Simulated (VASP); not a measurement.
# CoSi: U from linear response

Aim: the Hubbard U of CoSi from the response of a shell to a shift of its potential. The start is a cell from a database of measured crystal structures.

Main program and level: VASP 6.6.1; PBE, spin-polarised from an antiferromagnetic start; plane waves and PAW (Co, Co, Si), in the first sound run; inputs show where later runs differ.

Most raw output is cut from this account.

The database entry behind the starting cell differs from later determinations by our own check (0.1 to 0.3 % short, probably kX units), so it need not match the best structure at ambient conditions.

### 1. The starting structure

Symmetry: P2_13, No. 198, cubic system. Conventional cell: a = 4.438 Å, b = 4.438 Å, c = 4.438 Å, α = 90.00°, β = 90.00°, γ = 90.00°. Nearest to Co lie 7 Si at 2.28 to 2.47 Å. Si has 7 Co at 2.28 to 2.47 Å nearest. Farther neighbours are not listed.

### 2. Ground state

The shifted atom is typed as a species of its own, and density and orbitals are saved as the common start.

Contents of INCAR:

```
SYSTEM = CoSi
PREC = Normal
ENCUT = 350
EDIFF = 1E-06
NELM = 150
ISMEAR = 0
SIGMA = 0.05
LREAL = .FALSE.
ALGO = Normal
GGA = PE
NBANDS = 40
ISPIN = 2
MAGMOM = 2 -2 2 -2 0 0 0 0
LASPH = .TRUE.
LMAXMIX = 4
LORBIT = 11
LWAVE = .TRUE.
LCHARG = .TRUE.
KPAR = 2
AMIX = 0.2
BMIX = 1E-04
AMIX_MAG = 0.8
BMIX_MAG = 1E-04
```

Contents of POSCAR:

```
CoSi
1.0
    4.4380000000      0.0000000000      0.0000000000
    0.0000000000      4.4380000000      0.0000000000
    0.0000000000      0.0000000000      4.4380000000
Co Co Si
1 3 4
Direct
    0.8600000000      0.6400000000      0.3600000000
    0.6400000000      0.3600000000      0.8600000000
    0.3600000000      0.8600000000      0.6400000000
    0.1400000000      0.1400000000      0.1400000000
    0.1570000000      0.3430000000      0.6570000000
    0.3430000000      0.6570000000      0.1570000000
    0.6570000000      0.1570000000      0.3430000000
    0.8430000000      0.8430000000      0.8430000000
```

Contents of KPOINTS:

```
Automatic mesh
0
Gamma
4 4 4
0 0 0
```

The projector-augmented-wave data sets are Co, Co and Si (PBE family, release 64).

Run with:

```bash
mpirun -np 2 vasp_std
```

Run time: 28 s. Hardware: 2 MPI ranks of Intel Xeon 6975P-C (Granite Rapids), shared host; peak memory 0.39 GiB; 54 s of CPU time.

The k-mesh is coarse for a metal.

This step gave:

```yaml
electronic_cycles: 19
electrons: 52
free_energy_toten: -54.7378 eV
energy_at_zero_smearing: -54.7360 eV
fermi_energy: 12.05 eV
labelled_metallic_from_the_levels_on_this_mesh: yes
```

The spin moment in the PAW sphere vanishes on all atoms.

Force by atom:

```
atom  x (eV/Å)  y (eV/Å)  z (eV/Å)   size
 Co1    -0.157     0.157    -0.157  0.272
 Co2     0.157    -0.157    -0.157  0.272
 Co3    -0.157    -0.157     0.157  0.272
 Co4     0.157     0.157     0.157  0.272
 Si5     0.020    -0.020     0.020  0.034
 Si6    -0.020     0.020     0.020  0.034
 Si7     0.020     0.020    -0.020  0.034
 Si8    -0.020    -0.020    -0.020  0.034
```

The moments of the start collapsed, so the response belongs to a non-magnetic state; other starts were not tried.

### 3. Shifted potential, frozen density, alpha -0.2

This step: PBE, with a shift of one shell's potential, spin-polarised from an antiferromagnetic start; plane waves and PAW (Co, Co, Si) (VASP 6.6.1).

With the density held, the shell's charge shows the bare response.

INCAR: that of step 2 with these lines changed.

```diff
@@ -16,4 +16,4 @@
 LORBIT = 11
-LWAVE = .TRUE.
-LCHARG = .TRUE.
+LWAVE = .FALSE.
+LCHARG = .FALSE.
 KPAR = 2
@@ -23 +23,7 @@
 BMIX_MAG = 1E-04
+LDAU = .TRUE.
+LDAUTYPE = 3
+LDAUL = 2 -1 -1
+LDAUU = -0.2 0 0
+LDAUJ = -0.2 0 0
+ICHARG = 11
```

POSCAR is that of step 2.

KPOINTS is that of step 2.

The WAVECAR or CHGCAR of an earlier step is read.

Run with:

```bash
mpirun -np 2 vasp_std
```

It took 8 s on 2 MPI ranks; peak memory 0.4 GiB; 15 s of CPU time.

Numbers from this step:

```yaml
electronic_cycles: 4
free_energy_toten: -53.2368 eV
energy_at_zero_smearing: -53.2353 eV
fermi_energy: 12.10 eV
```

Energy at zero smearing: -53.23531 eV.

### 4. Shifted potential, relaxed density, alpha -0.2

With self-consistency the other electrons screen the shift.

INCAR: that of step 3 with these lines changed.

```diff
@@ -28,2 +28 @@
 LDAUJ = -0.2 0 0
-ICHARG = 11
```

POSCAR is that of step 3.

KPOINTS is that of step 3.

Run with:

```bash
mpirun -np 2 vasp_std
```

Elapsed: 15 s, on 2 MPI ranks; peak memory 0.4 GiB.

Numbers from this step:

| Property | Result |
| --- | --- |
| electronic cycles | 9 |
| free energy (TOTEN) | -53.2230 eV |
| energy at zero smearing | -53.2213 eV |
| Fermi energy | 12.07 eV |

Force by atom:

```
atom  x (eV/Å)  y (eV/Å)  z (eV/Å)   size
 Co1    -0.169     0.169    -0.169  0.293
 Co2     0.156    -0.159    -0.160  0.274
 Co3    -0.160    -0.156     0.159  0.274
 Co4     0.159     0.160     0.156  0.274
 Si5     0.045    -0.045     0.045  0.079
 Si6    -0.005     0.023    -0.003  0.024
 Si7    -0.004     0.006    -0.023  0.024
 Si8    -0.023     0.003    -0.006  0.024
```

Energy at zero smearing: -53.22128 eV.

The run ends at a pressure of -0.31 GPa, with forces up to 0.29 eV/Å.

### 5. Shifted potential, frozen density, alpha -0.1

INCAR: that of step 4 with these lines changed.

```diff
@@ -26,3 +26,4 @@
 LDAUL = 2 -1 -1
-LDAUU = -0.2 0 0
-LDAUJ = -0.2 0 0
+LDAUU = -0.1 0 0
+LDAUJ = -0.1 0 0
+ICHARG = 11
```

POSCAR is that of step 4.

KPOINTS is that of step 4.

The WAVECAR or CHGCAR of an earlier step is read.

Run with:

```bash
mpirun -np 2 vasp_std
```

Wall time 7 s (2 MPI ranks); peak memory 0.4 GiB; 13 s of CPU time.

This step gave:

| Quantity | Value |
| --- | --- |
| electronic cycles | 3 |
| free energy (TOTEN) | -53.9830 eV |
| energy at zero smearing | -53.9813 eV |
| Fermi energy | 12.08 eV |

Energy at zero smearing: -53.98128 eV.

### 6. Shifted potential, relaxed density, alpha -0.1

INCAR: that of step 5 with these lines changed.

```diff
@@ -28,2 +28 @@
 LDAUJ = -0.1 0 0
-ICHARG = 11
```

POSCAR is that of step 5.

KPOINTS is that of step 5.

Run with:

```bash
mpirun -np 2 vasp_std
```

It took 13 s on 2 MPI ranks; peak memory 0.39 GiB; 25 s of CPU time.

This step gave:

```yaml
electronic_cycles: 8
free_energy_toten: -53.9796 eV
energy_at_zero_smearing: -53.9778 eV
fermi_energy: 12.06 eV
```

Force by atom:

```
atom  x (eV/Å)  y (eV/Å)  z (eV/Å)   size
 Co1    -0.163     0.163    -0.163  0.282
 Co2     0.156    -0.158    -0.159  0.273
 Co3    -0.159    -0.156     0.158  0.273
 Co4     0.158     0.158     0.156  0.273
 Si5     0.033    -0.033     0.033  0.056
 Si6    -0.013     0.021     0.008  0.026
 Si7     0.008     0.013    -0.021  0.026
 Si8    -0.021    -0.008    -0.013  0.026
```

Energy at zero smearing: -53.97782 eV.

The run ends at a pressure of -0.51 GPa, with forces up to 0.28 eV/Å.

### 7. Shifted potential, frozen density, alpha 0.1

INCAR: that of step 6 with these lines changed.

```diff
@@ -26,3 +26,4 @@
 LDAUL = 2 -1 -1
-LDAUU = -0.1 0 0
-LDAUJ = -0.1 0 0
+LDAUU = 0.1 0 0
+LDAUJ = 0.1 0 0
+ICHARG = 11
```

POSCAR is that of step 6.

KPOINTS is that of step 6.

The run starts from files that an earlier step left in the folder.

Run with:

```bash
mpirun -np 2 vasp_std
```

The job ended after 6.4 s (2 MPI ranks; peak memory 0.39 GiB).

Energy at zero smearing: -55.49922 eV.

### 8. Shifted potential, relaxed density, alpha 0.1

INCAR: that of step 7 with these lines changed.

```diff
@@ -28,2 +28 @@
 LDAUJ = 0.1 0 0
-ICHARG = 11
```

POSCAR is that of step 7.

KPOINTS is that of step 7.

Run with:

```bash
mpirun -np 2 vasp_std
```

Elapsed: 14 s, on 2 MPI ranks; peak memory 0.4 GiB.

Energy at zero smearing: -55.49586 eV.

The run ends at a pressure of -0.87 GPa, with forces up to 0.27 eV/Å.

### 9. Shifted potential, frozen density, alpha 0.2

INCAR: that of step 8 with these lines changed.

```diff
@@ -26,3 +26,4 @@
 LDAUL = 2 -1 -1
-LDAUU = 0.1 0 0
-LDAUJ = 0.1 0 0
+LDAUU = 0.2 0 0
+LDAUJ = 0.2 0 0
+ICHARG = 11
```

POSCAR is that of step 8.

KPOINTS is that of step 8.

The WAVECAR or CHGCAR of an earlier step is read.

Run with:

```bash
mpirun -np 2 vasp_std
```

The job ended after 8.6 s (2 MPI ranks; peak memory 0.39 GiB; 16 s of CPU time).

Energy at zero smearing: -56.27058 eV.

### 10. Shifted potential, relaxed density, alpha 0.2

INCAR: that of step 9 with these lines changed.

```diff
@@ -28,2 +28 @@
 LDAUJ = 0.2 0 0
-ICHARG = 11
```

POSCAR is that of step 9.

KPOINTS is that of step 9.

Run with:

```bash
mpirun -np 2 vasp_std
```

It took 17 s on 2 MPI ranks; peak memory 0.39 GiB.

Energy at zero smearing: -56.25738 eV.

The run ends at a pressure of -1.10 GPa, with forces up to 0.27 eV/Å.

### 11. Summary

This step: linear-response U, PBE; plane waves and PAW (VASP 6.6.1).

Derived from the runs above.

Numbers from this step:

- bare response: 0.8350 e/eV
- screened response: 0.1600 e/eV
- U from linear response: 5.052 eV

Change of the charge in the shell of the shifted atom, thousandths of an electron against potential shift:

```
potential shift (eV)  frozen density (e)  relaxed density (e)
              -0.200                -173                  -32
              -0.100                 -85                  -16
               0.000                   0                    0
               0.100                  82                   16
               0.200                 161                   32
```

### 12. Results

```yaml
u_from_linear_response: 5.05 eV
bare_response: 0.835 e/eV
screened_response: 0.160 e/eV
```

What this shows: Linear response gives U = 5.1 eV for the d shell of Co. The moments of the start collapsed, so this U belongs to a non-magnetic state, which need not be the crystal's. U = 1/χ − 1/χ₀, with χ the screened and χ₀ the bare slope of the shell's charge; in this program a positive shift raises the charge. The charges are printed to three decimals, which adds noise to both slopes. The value belongs to this projector sphere, magnetic state and cell; a small cell changes it, since the images are shifted too. The bare response exceeds the screened one, as it must for a positive U.

[Lines on the potential files, build, host, timing and source positions are cut from VASP's logs without a mark.]

[Logs are printed without paths, hosts, clocks, repeated set-up lines and the standing remarks that a program may print on its own settings, such as how far it seeks lower states.]

[Hosts, paths, dates, database ids (printed as entryN), source tags and the programs' standing remarks are cut or masked in the printed files.]

[In band tables of VASP the shares of atoms and orbitals are scaled to a sum of 1 inside the atoms' spheres.]

[Runs that stopped without an error message from VASP are left out.]
